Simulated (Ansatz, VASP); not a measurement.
## LiCaCl3: VASP beside Ansatz

Wanted: the spread between two codes on one cell, functional and k mesh. The cell is generated by rule, not measured, and may not be a known phase. The cell is taken from a series of runs on this material, whose earlier steps may have relaxed, scaled, displaced or heated it; both programs get it as it stands.

Calculated with Ansatz 0.2.0; plane waves, with VASP 6.6.1 beside it; relaxation of cell and atoms at PBEsol.

## 1. The starting structure

The structure is trigonal, space group R-3m (No. 166). The conventional cell has a = 7.362 Å, b = 7.362 Å, c = 19.961 Å, α = 90.00°, β = 90.00°, γ = 120.00°. Li has 3 Cl at 2.36 Å nearest. Nearest to Ca lie 6 Cl at 2.70 Å. Nearest to Ca lie 6 Cl at 2.72 Å. Nearest to Cl lie 1 Li at 2.36 Å and 2 Ca at 2.70 to 2.72 Å. Farther neighbours and most contacts between anions are not listed.

## 2. VASP: relaxation of cell and atoms, PBEsol, pair 1

The relaxed volume is the usual yardstick between codes: in a stiff, nearly cubic crystal its relative difference is about their pressure difference at one cell divided by the bulk modulus.

Lines of VASP's logs that name or quote its potential files are left out, and so is its time.

Contents of INCAR:

```
SYSTEM = LiCaCl3
PREC = Accurate
ENCUT = 750
EDIFF = 1E-07
NELM = 120
ISMEAR = 0
SIGMA = 0.01
LREAL = .FALSE.
ALGO = Normal
GGA = PS
NBANDS = 44
LORBIT = 11
LWAVE = .FALSE.
LCHARG = .FALSE.
ISIF = 3
IBRION = 2
NSW = 80
EDIFFG = -0.005
LASPH = .TRUE.
GGA_COMPAT = .FALSE.
NELMIN = 4
EFERMI = MIDGAP
KPAR = 2
```

Contents of POSCAR:

```
LiCaCl3
1.0
    3.6807650000      2.1250910000      6.6535570000
   -3.6807650000      2.1250910000      6.6535570000
    0.0000000000     -4.2501810000      6.6535570000
Li Ca Cl
2 2 6
Direct
    0.1555148500      0.1555148500      0.1555148866
    0.8444849714      0.8444849714      0.8444851701
    0.4999999357      0.4999999357      0.5000000534
    0.0000000000      0.0000000000      0.0000000000
    0.7510279915      0.2207012795      0.7510280452
    0.2489718800      0.7792985920      0.2489720616
    0.7510279885      0.7510279885      0.2207013391
    0.2489718830      0.2489718830      0.7792987676
    0.2207012795      0.7510279915      0.7510280452
    0.7792985920      0.2489718800      0.2489720616
```

Contents of KPOINTS:

```
Automatic mesh
0
Gamma
3 3 3
0 0 0
```

The projector-augmented-wave data sets are Li_sv, Ca_sv and Cl (PBE family, release 64).

Launch:

```bash
mpirun -np 2 vasp_std
```

Numbers of over 12 decimals in the logs are rounded to 6 here.

The program printed:

```text
[banner, memory and clock lines left out]
running    2 mpi-ranks, on    1 nodes
 distrk:  each k-point on    1 cores,    2 groups
 distr:  one band on    1 cores,    1 groups

 POSCAR found type information on POSCAR LiCaCl
 POSCAR found :  3 types and      10 ions
|                                                                             |
|               ----> ADVICE to this user running VASP <----                  |
|                                                                             |
|     You enforced a specific xc type in the INCAR file but a different       |
|     [... a line on the potential file left out ...]
|     I HOPE YOU KNOW WHAT YOU ARE DOING!                                     |
|                                                                             |

 LDA part: xc-table for (Slater+PW92), standard interpolation
 POSCAR, INCAR and KPOINTS ok, starting setup
 FFT: planning ... GRIDC
 FFT: planning ... GRID_SOFT
 FFT: planning ... GRID
 WAVECAR not read
 entering main loop
       N       E                     dE             d eps       ncg     rms          rms(c)
DAV:   1     0.728423684505E+03    0.72842E+03   -0.35577E+04   528   0.181E+03
DAV:   2     0.354556333782E+02   -0.69297E+03   -0.67023E+03   716   0.392E+02
DAV:   3    -0.363244286139E+02   -0.71780E+02   -0.71502E+02   676   0.114E+02
DAV:   4    -0.412689291476E+02   -0.49445E+01   -0.49292E+01   992   0.289E+01
DAV:   5    -0.416339118024E+02   -0.36498E+00   -0.36483E+00   856   0.600E+00    0.767E+00
DAV:   6    -0.406065648042E+02    0.10273E+01   -0.22500E+00   712   0.518E+00    0.493E+00
DAV:   7    -0.404565387872E+02    0.15003E+00   -0.88386E-01   752   0.328E+00    0.226E+00
DAV:   9    -0.405035588739E+02   -0.13558E-01   -0.20818E-02   696   0.559E-01    0.236E-01
DAV:  10    -0.405184543904E+02   -0.14896E-01   -0.91636E-03   600   0.394E-01    0.841E-02
DAV:  11    -0.405204496318E+02   -0.19952E-02   -0.17039E-03   692   0.156E-01    0.607E-02
DAV:  12    -0.405207727592E+02   -0.32313E-03   -0.36946E-04   696   0.755E-02    0.167E-02
DAV:  13    -0.405207832218E+02   -0.10463E-04   -0.44528E-05   756   0.270E-02    0.891E-03
DAV:  14    -0.405207903246E+02   -0.71028E-05   -0.65678E-06   624   0.122E-02    0.409E-03
DAV:  15    -0.405207917043E+02   -0.13797E-05   -0.23657E-06   616   0.747E-03    0.184E-03
DAV:  16    -0.405207917992E+02   -0.94896E-07   -0.25826E-07   576   0.207E-03
   1 F= -.40520792E+02 E0= -.40520792E+02  d E =-.405208E+02
[...]
2 F= -.40521000E+02 E0= -.40521000E+02  d E =-.207796E-03
[...]
3 F= -.40521016E+02 E0= -.40521016E+02  d E =-.223832E-03
[...]
4 F= -.40521016E+02 E0= -.40521016E+02  d E =-.224160E-03
 curvature:  -0.69 expect dE=-0.809E-05 dE for cont linesearch -0.410E-11
 trial: gam= 0.03596 g(F)=  0.105E-04 g(S)=  0.118E-05 ort = 0.437E-07 (trialstep = 0.107E+01)
 search vector abs. value=  0.121E-04
 bond charge predicted
       N       E                     dE             d eps       ncg     rms          rms(c)
DAV:   1    -0.405210267211E+02   -0.10731E-04   -0.16445E-03   544   0.177E-01    0.193E-02
DAV:   2    -0.405210288607E+02   -0.21396E-05   -0.60356E-05   616   0.364E-02    0.878E-03
DAV:   3    -0.405210278695E+02    0.99124E-06   -0.21473E-06   776   0.726E-03    0.575E-03
DAV:   4    -0.405210271912E+02    0.67825E-06   -0.19401E-06   688   0.623E-03    0.205E-03
DAV:   5    -0.405210270362E+02    0.15505E-06   -0.24450E-07   532   0.204E-03    0.782E-04
DAV:   6    -0.405210269186E+02    0.11760E-06   -0.29803E-08   312   0.882E-04    0.380E-04
DAV:   7    -0.405210268360E+02    0.82570E-07   -0.14555E-08   312   0.618E-04
   5 F= -.40521027E+02 E0= -.40521027E+02  d E =-.108767E-04
 trial-energy change:   -0.000011  1 .order   -0.000011   -0.000013   -0.000009
 step:   4.1217(harm=  4.1217)  dis= 0.00110  next Energy=   -40.521040 (dE=-0.240E-04)
 reached required accuracy - stopping structural energy minimisation
```

From OUTCAR (step 2):

```text
ion  position               nearest neighbor table
   1  0.156  0.156  0.156-   8 2.36   6 2.36  10 2.36
   2  0.844  0.844  0.844-   7 2.36   5 2.36   9 2.36
   3  0.500  0.500  0.500-   6 2.70  10 2.70   9 2.70   5 2.70   8 2.70   7 2.70
   4  0.000  0.000  0.000-   8 2.72   6 2.72  10 2.72   9 2.72   5 2.72   7 2.72
   5  0.751  0.221  0.751-   2 2.36   3 2.70   4 2.72
   6  0.249  0.779  0.249-   1 2.36   3 2.70   4 2.72
   7  0.751  0.751  0.221-   2 2.36   3 2.70   4 2.72
   8  0.249  0.249  0.779-   1 2.36   3 2.70   4 2.72
   9  0.221  0.751  0.751-   2 2.36   3 2.70   4 2.72
  10  0.779  0.249  0.249-   1 2.36   3 2.70   4 2.72

  LATTYP: Found a trigonal (rhomboedric) cell.
 ALAT       =     7.8951797634
 COS(alpha) =     0.5653075002

 Subroutine GETGRP returns: Found 12 space group operations
 (whereof 12 operations were pure point group operations)

The static configuration has the point symmetry D_3d.

 Found      6 irreducible k-points:

   k-points           NKPTS =      6   k-points in BZ     NKDIM =      6   number of bands    NBANDS=     44

   dimension x,y,z NGX =    72 NGY =   72 NGZ =   72
   dimension x,y,z NGXF=   144 NGYF=  144 NGZF=  144

   ENCUT  =  750.0 eV  55.12 Ry    7.42 a.u.  17.63 17.63 17.63*2*pi/ulx,y,z

   NELECT =      68.0000    total number of electrons

 k-points in reciprocal lattice and weights: Automatic mesh
   0.00000000  0.00000000  0.00000000       0.037
   0.33333333  0.00000000 -0.00000000       0.222
   0.33333333  0.33333333 -0.00000000       0.222
  -0.33333333  0.33333333  0.00000000       0.222
   0.33333333  0.33333333  0.33333333       0.074
  -0.33333333  0.33333333  0.33333333       0.222

 average (electrostatic) potential at core
       1 -64.6055       2 -64.6055       3 -48.6471       4 -48.8593       5 -95.0325
       6 -95.0325       7 -95.0325       8 -95.0325       9 -95.0325      10 -95.0325

 E-fermi :   0.6865

 k-point     1 :       0.0000    0.0000    0.0000
  band No.  band energies     occupation
    ...
     30      -2.0570      2.00000
     31      -2.0570      2.00000
     32      -2.0287      2.00000
     33      -2.0287      2.00000
     34      -1.6785      2.00000
     35       3.0516      0.00000
     36       3.8484      0.00000
     37       3.8789      0.00000
     38       3.8789      0.00000
     39       4.5900      0.00000
    ...

 k-point     2 :       0.3333    0.0000   -0.0000
  band No.  band energies     occupation
    ...
     30      -2.3246      2.00000
     31      -2.2467      2.00000
     32      -2.1346      2.00000
     33      -2.0441      2.00000
     34      -1.8712      2.00000
     35       3.5544      0.00000
     36       4.1693      0.00000
     37       4.2578      0.00000
     38       4.4074      0.00000
     39       4.7359      0.00000
    ...

 k-point     3 :       0.3333    0.3333   -0.0000
  band No.  band energies     occupation
    ...
     30      -2.4007      2.00000
     31      -2.2884      2.00000
     32      -2.2153      2.00000
     33      -2.0305      2.00000
     34      -1.8447      2.00000
     35       3.6373      0.00000
     36       4.0681      0.00000
     37       4.3890      0.00000
     38       4.5069      0.00000
     39       4.7174      0.00000
    ...

  Total       -0.0039519     -0.0039519      0.0092407      0.0000000      0.0000000      0.0000000
  in kB       -0.0202160     -0.0202160      0.0472707      0.0000000      0.0000000      0.0000000
  external PRESSURE =       0.0022796 kB  Pullay stress =       0.0000000 kB

  energy-cutoff  :      750.00
  volume of cell :      313.20
      direct lattice vectors                 reciprocal lattice vectors
     3.683987214  2.126951347  6.661893671     0.135722512  0.078359429  0.050035819
    -3.683987214  2.126951347  6.661893671    -0.135722512  0.078359429  0.050035819
    -0.000000000 -4.253901691  6.661893671     0.000000000 -0.156718858  0.050035831

 POSITION                                       TOTAL-FORCE (eV/Angst)
 -----------------------------------------------------------------------------------
     -0.00000      0.00000      3.10808        -0.000000     -0.000000     -0.004847
     -0.00000      0.00000     16.87760        -0.000000      0.000000      0.004847
     -0.00000      0.00000      9.99284        -0.000000     -0.000000     -0.000000
      0.00000      0.00000      0.00000        -0.000000     -0.000000     -0.000000
      1.95391     -1.12809     11.47675         0.002329     -0.001344     -0.002410
     -1.95391      1.12809      8.50893        -0.002329      0.001344      0.002410
     -0.00000      2.25618     11.47675        -0.000000      0.002689     -0.002410
     -0.00000     -2.25618      8.50893        -0.000000     -0.002689      0.002410
     -1.95391     -1.12809     11.47675        -0.002329     -0.001344     -0.002410
      1.95391      1.12809      8.50893         0.002329      0.001344      0.002410
 -----------------------------------------------------------------------------------
    total drift:                               -0.000000      0.003817      0.004295

  FREE ENERGIE OF THE ION-ELECTRON SYSTEM (eV)
  ---------------------------------------------------
  free  energy   TOTEN  =       -40.5210268360 eV

  energy  without entropy=      -40.5210268360  energy(sigma->0) =      -40.52102684

 reached required accuracy - stopping structural energy minimisation

 total charge
# of ion       s       p       d       tot
------------------------------------------
    1        2.010   0.042   0.000   2.052
    2        2.010   0.042   0.000   2.052
    3        2.029   5.857   0.228   8.114
    4        2.028   5.856   0.226   8.109
    5        1.579   3.563   0.000   5.142
    6        1.579   3.563   0.000   5.142
    7        1.579   3.563   0.000   5.142
    8        1.579   3.563   0.000   5.142
    9        1.579   3.563   0.000   5.142
   10        1.579   3.563   0.000   5.142
--------------------------------------------------
tot         17.553  33.173   0.454  51.180

[... 3 further parts left out ...]
```

CONTCAR:

```
LiCaCl3
   1.00000000000000
     3.6839872135036824    2.1269513465513259    6.6618936714276673
    -3.6839872135036824    2.1269513465513259    6.6618936714276673
    -0.0000000000000000   -4.2539016909742529    6.6618936710274452
  Li              Ca              Cl
     2     2     6
Direct
     0.1555152809241385    0.1555152809241385    0.1555153175241387
     0.8444845404758645    0.8444845404758645    0.8444847391758643
     0.4999999357000036    0.4999999357000036    0.5000000534000009
     0.0000000000000000    0.0000000000000000    0.0000000000000000
     0.7510415471580677    0.2206622446789125    0.7510416008580669
     0.2489583243419340    0.7793376268210893    0.2489585059419347
     0.7510415441580639    0.7510415441580639    0.2206623042789175
     0.2489583273419378    0.2489583273419378    0.7793378024210825
     0.2206622446789125    0.7510415471580677    0.7510416008580669
     0.7793376268210893    0.2489583243419340    0.2489585059419347
```

(Part 1 of 3 ends here.)

[Lines on the potential files, build, host, timing and source positions are cut from VASP's logs without a mark.]

[Logs are printed without paths, hosts, clocks, repeated set-up lines and the standing remarks that a program may print on its own settings, such as how far it seeks lower states.]

[Hosts, paths, dates, database ids (printed as entryN), source tags and the programs' standing remarks are cut or masked in the printed files.]
